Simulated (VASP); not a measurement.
Level of theory: PBE GGA, VASP's PBE PAW potentials (set 64) (plane waves; VASP).

VASP input:

KPOINTS:
```
Automatic mesh
0
Gamma
1 1 1
0 0 0
```

**INCAR**
```
SYSTEM = CuAu
PREC = Accurate
ENCUT = 400
EDIFF = 1E-6
NELM = 100
ALGO = Normal
LREAL = .FALSE.
LASPH = .TRUE.
ISMEAR = 1
SIGMA = 0.1
GGA = PE
LMAXMIX = 6
LWAVE = .FALSE.
LCHARG = .FALSE.
ISIF = 2
```

**POSCAR**
```
CuAu
1.0
  2.8000000000   0.0000000000   0.0000000000
  0.0000000000   2.8000000000   0.0000000000
  0.0000000000   0.0000000000   3.6700000000
Cu Au
1 1
Cartesian
  0.0000000000   0.0000000000   0.0000000000
  1.4000000000   1.4000000000   1.8350000000
```

POTCAR, in this order: Cu Au (PBE.64 set). Program: vasp_std.

What VASP printed:

### OUTCAR
```
 ion  position               nearest neighbor table
   1  0.000  0.000  0.000-   2 2.70   2 2.70   2 2.70   2 2.70   2 2.70   2 2.70   2 2.70   2 2.70
  LATTYP: Found a simple tetragonal cell.
 ALAT       =     2.8000000000
 C/A-ratio  =     1.3107142857
 Subroutine PRICEL returns:
 Original cell was already a primitive cell.
 Subroutine GETGRP returns: Found 16 space group operations
The static configuration has the point symmetry D_4h.
The dynamic configuration has the point symmetry D_4h.
 Subroutine INISYM returns: Found 16 space group operations
 Subroutine IBZKPT returns following result:
 Found      1 irreducible k-points:

 Following reciprocal coordinates:
            Coordinates               Weight
  0.000000  0.000000  0.000000      1.000000
   k-points           NKPTS =      1   k-points in BZ     NKDIM =      1   number of bands    NBANDS=     15
   number of dos      NEDOS =    301   number of ions     NIONS =      2
   total plane-waves  NPLWV =   7776
   dimension x,y,z NGX =    18 NGY =   18 NGZ =   24
   dimension x,y,z NGXF=    36 NGYF=   36 NGZF=   48
   ions per type =               1   1
   PREC   = accura    normal or accurate (medium, high low for compatibility)
   ISTART =      0    job   : 0-new  1-cont  2-samecut
   ICHARG =      2    charge: 1-file 2-atom 10-const
   ISPIN  =      1    spin polarized calculation?
   LNONCOLLINEAR =      F non collinear calculations
   LSORBIT =      F    spin-orbit coupling
   INIWAV =      1    electr: 0-lowe 1-rand  2-diag
   ENCUT  =  400.0 eV  29.40 Ry    5.42 a.u.   4.57  4.57  5.98*2*pi/ulx,y,z
   NELM   =    100;   NELMIN=  2; NELMDL= -5     # of ELM steps
   EDIFF  = 0.1E-05   stopping-criterion for ELM
   LREAL  =      F    real-space projection
   NLSPLINE    = F    spline interpolate recip. space projectors
   LMAXMIX     =    6 max onsite mixed and CHGCAR
   VOSKOWN=      0    Vosko Wilk Nusair interpolation
   EDIFFG = 0.1E-04   stopping-criterion for IOM
   NSW    =      0    number of steps for IOM
   NBLOCK =      1;   KBLOCK =      1    inner block; outer block
   IBRION =     -1    ionic relax: 0-MD 1-quasi-New 2-CG
   NFREE  =      0    steps in history (QN), initial steepest desc. (CG)
   ISIF   =      2    stress and relaxation
   ISYM   =      2    0-nonsym 1-usesym 2-fastsym
   TEIN   =    0.0    initial temperature
   TEBEG  =    0.0;   TEEND  =   0.0 temperature during run
   SMASS  =  -3.00    Nose mass-parameter (am)
   PSTRESS=    0.0 pullay stress
   NELECT =      22.0000    total number of electrons
   EFERMI =   0.00;   METHOD = LEGACY
   ISMEAR =     1;   SIGMA  =   0.10  broadening in eV -4-tet -1-fermi 0-gaus
   IALGO  =     38    algorithm
   LDIAG  =      T    sub-space diagonalisation (order eigenvalues)
   IMIX   =      4    mixing-type and parameters
     AMIX     =   0.40;   BMIX     =  1.00
     AMIX_MAG =   1.60;   BMIX_MAG =  1.00
     AMIN     =   0.10
   GGA     = PE    functional components
   VOSKOWN =     0    Vosko Wilk Nusair interpolation
   LHFCALC =     F    Hartree Fock is set to
   LHFONE  =     F    Hartree Fock one center treatment
   AEXX    =    0.0000 exact exchange contribution
   IVDW    =     0    specifies the selected vdW correction
   LEPSILON=     F    determine dielectric tensor
   LRPA    =     F    only Hartree local field effects (RPA)
  energy-cutoff  :      400.00
  volume of cell :       28.77
      direct lattice vectors                 reciprocal lattice vectors
     2.800000000  0.000000000  0.000000000     0.357142857  0.000000000  0.000000000
     0.000000000  2.800000000  0.000000000     0.000000000  0.357142857  0.000000000
     0.000000000  0.000000000  3.670000000     0.000000000  0.000000000  0.272479564
 k-point     1 :   0.0000 0.0000 0.0000  plane waves:     535
 maximum number of plane-waves:       535
```

**OSZICAR**
```
       N       E                     dE             d eps       ncg     rms          rms(c)
DAV:   1     0.134865026469E+03    0.13487E+03   -0.10024E+04    30   0.184E+03
DAV:   2    -0.817895243812E+01   -0.14304E+03   -0.13819E+03    30   0.311E+02
DAV:   3    -0.122504860494E+02   -0.40715E+01   -0.40486E+01    37   0.699E+01
DAV:   4    -0.122879574482E+02   -0.37471E-01   -0.37470E-01    30   0.552E+00
DAV:   5    -0.122891119270E+02   -0.11545E-02   -0.11545E-02    45   0.120E+00    0.159E+01
DAV:   6    -0.122306644964E+02    0.58447E-01   -0.33204E-02    38   0.697E+00    0.916E+00
DAV:   7    -0.122085839407E+02    0.22081E-01   -0.55706E-02    38   0.418E+00    0.371E-01
DAV:   8    -0.122087074780E+02   -0.12354E-03   -0.51610E-03    45   0.165E+00    0.163E-01
DAV:   9    -0.122085537079E+02    0.15377E-03   -0.18602E-04    30   0.488E-01    0.112E-01
DAV:  10    -0.122081887580E+02    0.36495E-03   -0.12583E-04    38   0.411E-01    0.967E-02
DAV:  11    -0.122086135905E+02   -0.42483E-03   -0.36759E-04    30   0.714E-01    0.104E-01
DAV:  12    -0.122169885411E+02   -0.83750E-02   -0.26005E-02    30   0.264E+00    0.124E+00
DAV:  13    -0.122057388554E+02    0.11250E-01   -0.90770E-02    37   0.175E+00    0.177E-01
DAV:  14    -0.122077040473E+02   -0.19652E-02   -0.25122E-04    30   0.353E-01    0.403E-02
DAV:  15    -0.122077975218E+02   -0.93475E-04   -0.16211E-05    38   0.859E-02    0.113E-02
DAV:  16    -0.122078063724E+02   -0.88506E-05   -0.77442E-07    22   0.196E-02    0.130E-02
DAV:  17    -0.122078055537E+02    0.81866E-06   -0.23090E-06    30   0.511E-02
   1 F= -.12207806E+02 E0= -.12213940E+02  d E =0.184040E-01
```

File OUTCAR:
```
------------------------ aborting loop because EDIFF is reached ----------------------------------------
  FORCE on cell =-STRESS in cart. coord.  units (eV):
  Direction    XX          YY          ZZ          XY          YZ          ZX
  --------------------------------------------------------------------------------------
  Total        3.0313100      3.0313100      2.4358660      0.0000000     -0.0000000     -0.0000000
  in kB      168.7947003    168.7947003    135.6381455      0.0000000     -0.0000000     -0.0000000
  external PRESSURE =     157.7425154 kB  Pullay stress =       0.0000000 kB
  volume of cell :       28.77
      direct lattice vectors                 reciprocal lattice vectors
     2.800000000  0.000000000  0.000000000     0.357142857  0.000000000  0.000000000
     0.000000000  2.800000000  0.000000000     0.000000000  0.357142857  0.000000000
     0.000000000  0.000000000  3.670000000     0.000000000  0.000000000  0.272479564
 POSITION                                       TOTAL-FORCE (eV/Angst)
 -----------------------------------------------------------------------------------
      0.00000      0.00000      0.00000         0.000000      0.000000      0.000000
      1.40000      1.40000      1.83500         0.000000      0.000000      0.000000
 -----------------------------------------------------------------------------------
    total drift:                                0.000000     -0.000000     -0.000000
  FREE ENERGIE OF THE ION-ELECTRON SYSTEM (eV)
  ---------------------------------------------------
  free  energy   TOTEN  =       -12.2078055537 eV

  energy  without entropy=      -12.2262095539  energy(sigma->0) =      -12.21394022
```
(Selected blocks of OUTCAR.)

The compound is CuAu in the L1_0 structure. The cell was not relaxed at this level. The k-mesh is coarse (spacing up to 2.24 per Å, 2π included), so the numbers may not be converged in it. The run is one of a series of settings (KPOINTS 1×1×1 Γ-centred mesh against the base run), some of them coarse on purpose.
